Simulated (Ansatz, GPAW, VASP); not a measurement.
**W (Im-3m, 1 atom in the cell) computed with different codes at matched settings**

Self-consistent single point.

```xyz
1
Lattice="-1.5459 1.5459 1.5459 1.5459 -1.5459 1.5459 1.5459 1.5459 -1.5459" Properties=species:S:1:pos:R:3 pbc="T T T"
W      0.0000     0.0000     0.0000
```

Shared settings, as Ansatz (a program for electronic structure) writes them: kpoints.mp_grid.grid = 12 12 12; scf.occupations.method = fermi_dirac; scf.occupations.width = 0.1 eV. Potentials and cutoffs stand in the table.

| code | model | pressure (GPa) | cutoff |
|---|---|---|---|
| VASP | PBEsol, VASP's PBE PAW potentials (set 64) | 21.65 | 300 eV |
| Ansatz | PBEsol, default PAW files made with PBE | 21.48 | default |
| GPAW | PBEsol, GPAW PAW datasets PBEsol (made by gpaw-setup) | 21.16 | 550 eV |

On Ansatz's run: spin-orbit coupling is off. Spin polarisation is off.

The spread over the programs that give each value: pressure within 0.49 GPa.

Ansatz's pressure is given at a fixed set of plane waves, as the other plane-wave codes print theirs; with its correction for the finite basis it is 21.55 GPa.

VASP's run is marked for a possible Pulay error in its stress at this cutoff; no cutoff test was made.

The starting cell has typed, rounded lattice constants, without a prior relaxation at this level. Its lattice was rescaled by a random factor within 2.5 % of one.

Left out of this page: ABINIT (with a known weakness of the program); CP2K, Elk, FLEUR and SIESTA (not drawn, or without a comparable value).

Keys are those of Ansatz 0.2.
